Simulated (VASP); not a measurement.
Method: PBE GGA, VASP's PBE PAW potentials (set 64) (plane waves; VASP 6.6.1).

The input files of a VASP run:

### INCAR
```
SYSTEM = NbTe
PREC = Accurate; ENCUT = 400; LREAL = .FALSE.
LASPH = .TRUE.; KSPACING = 0.4; KGAMMA = .TRUE.
EDIFF = 1E-6; NELM = 100; ALGO = Normal
LMAXMIX = 4
ISMEAR = 0; SIGMA = 0.05
GGA = PE
ISIF = 2
LWAVE = .FALSE.; LCHARG = .FALSE.
```

POSCAR:
```
NbTe
1.0
 -1.8533440000   1.8533440000   6.2745110000
  1.8533440000  -1.8533440000   6.2745110000
  1.8533440000   1.8533440000  -6.2745110000
Nb Te
2 2
Cartesian
 -0.0000000000   0.0000000000   9.4117665000
  0.0000000000   1.8533440000   0.0000000000
  0.0000000000  -0.0000000000   2.0831376520
  0.0000000000   1.8533440000   5.2203931520
```

POTCAR, in this order: Nb_sv Te (PBE.64 set). Program: vasp_std.

What VASP printed:

### OSZICAR
```
       N       E                     dE             d eps       ncg     rms          rms(c)
DAV:   1     0.311917087424E+03    0.31192E+03   -0.17566E+04  2296   0.130E+03
DAV:   2    -0.898363099259E-01   -0.31201E+03   -0.30806E+03  2774   0.459E+02
DAV:   3    -0.259030565427E+02   -0.25813E+02   -0.25513E+02  3801   0.101E+02
DAV:   4    -0.279710248901E+02   -0.20680E+01   -0.20594E+01  3531   0.259E+01
DAV:   5    -0.280537112532E+02   -0.82686E-01   -0.82160E-01  3471   0.461E+00    0.105E+01
DAV:   6    -0.272523021940E+02    0.80141E+00   -0.44023E+00  3288   0.131E+01    0.464E+00
DAV:   7    -0.272157129097E+02    0.36589E-01   -0.23927E-01  3666   0.281E+00    0.217E+00
DAV:   8    -0.272071543488E+02    0.85586E-02   -0.48138E-02  3472   0.117E+00    0.369E-01
DAV:   9    -0.272072105421E+02   -0.56193E-04   -0.39708E-03  3603   0.404E-01    0.192E-01
DAV:  10    -0.272073830527E+02   -0.17251E-03   -0.78448E-04  3280   0.248E-01    0.426E-02
DAV:  11    -0.272073570382E+02    0.26015E-04   -0.63102E-05  3777   0.459E-02    0.146E-02
DAV:  12    -0.272073553843E+02    0.16538E-05   -0.92713E-06  2728   0.220E-02    0.374E-03
DAV:  13    -0.272073549220E+02    0.46232E-06   -0.10530E-06  2105   0.578E-03
   1 F= -.27207355E+02 E0= -.27204956E+02  d E =-.479761E-02
```

OUTCAR:
```
------------------------ aborting loop because EDIFF is reached ----------------------------------------
  FORCE on cell =-STRESS in cart. coord.  units (eV):
  Direction    XX          YY          ZZ          XY          YZ          ZX
  --------------------------------------------------------------------------------------
  Total        0.2495252      0.2495252      1.3542767      0.0000000      0.0000000      0.0000000
  in kB        4.6373844      4.6373844     25.1690038      0.0000000      0.0000000      0.0000000
  external PRESSURE =      11.4812576 kB  Pullay stress =       0.0000000 kB
  volume of cell :       86.21
      direct lattice vectors                 reciprocal lattice vectors
    -1.853344000  1.853344000  6.274511000     0.000000000  0.269782620  0.079687485
     1.853344000 -1.853344000  6.274511000     0.269782620  0.000000000  0.079687485
     1.853344000  1.853344000 -6.274511000     0.269782620  0.269782620  0.000000000
 POSITION                                       TOTAL-FORCE (eV/Angst)
 -----------------------------------------------------------------------------------
      0.00000      0.00000      9.41177         0.000000      0.000000     -0.344940
      0.00000      1.85334      0.00000         0.000000      0.000000     -0.344940
      0.00000      0.00000      2.08314         0.000000     -0.000000      0.344940
      0.00000      1.85334      5.22039        -0.000000      0.000000      0.344940
 -----------------------------------------------------------------------------------
    total drift:                               -0.000000     -0.000000      0.000310
  FREE ENERGIE OF THE ION-ELECTRON SYSTEM (eV)
  ---------------------------------------------------
  free  energy   TOTEN  =       -27.2073549220 eV

  energy  without entropy=      -27.2025573113  energy(sigma->0) =      -27.20495612
```
(Selected blocks of OUTCAR.)

The structure was generated: NbTe was put into the NbAs type (I4_1md), which need not be its known phase. The cell was not relaxed at this level. The run is one of a series of settings (KGAMMA = .TRUE., KSPACING = 0.4, KPOINTS file removed against the base run), some of them coarse on purpose.
